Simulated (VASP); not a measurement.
Method: PBE GGA, VASP's PBE PAW potentials (set 64) (plane waves; VASP 6.6.1).

VASP input:

POSCAR:
```
MoS2
12.96420
  0.1228112803   0.0709051079   0.5000000000
 -0.1228112803   0.0709051079   0.5000000000
  0.0000000000  -0.1418102158   0.5000000000
Mo S
1 2
Cartesian
 -0.0000000000   0.0000000000   1.4996700000
  0.0000000000  -0.0000000000   0.6194055000
 -0.0000000000   0.0000000000   0.3799545000
```

**KPOINTS**
```
K-points
0
gamma
  13 13 13
0.5 0.5 0.5
```

**INCAR**
```
# general
SYSTEM =MoS2
PREC   =Accurate
ENCUT  =300
LREAL  =.FALSE.
LASPH  =.TRUE.

# electronic loop
EDIFF  =1E-6
NELM   =100
ALGO   =Normal
LMAXMIX=4

# smearing
ISMEAR =0
SIGMA  =0.01

# functional
GGA    =PE

# ions
ISIF   =2

# output
LWAVE  =.FALSE.
LCHARG =.FALSE.
```

POTCAR, in this order: Mo_sv S (PBE.64 set). Program: vasp_std.

**Question.** What will the output report for the number of irreducible k-points (NKPTS), largest plane-wave count, number of space-group operations, FFT grid (NGX, NGY, NGZ)?

**Answer.** 
- number of irreducible k-points (NKPTS): 231
- largest plane-wave count: 697
- number of space-group operations: 6
- FFT grid (NGX, NGY, NGZ): 40 × 40 × 40

The structure comes from a computed database's MoS2 entry; how it stands against other phases isn't given here. The cell was not relaxed at this level. The run is one of a series of settings (KPOINTS 13×13×13 Γ-centred mesh shifted by (0.5, 0.5, 0.5) against the base run), some of them coarse on purpose.
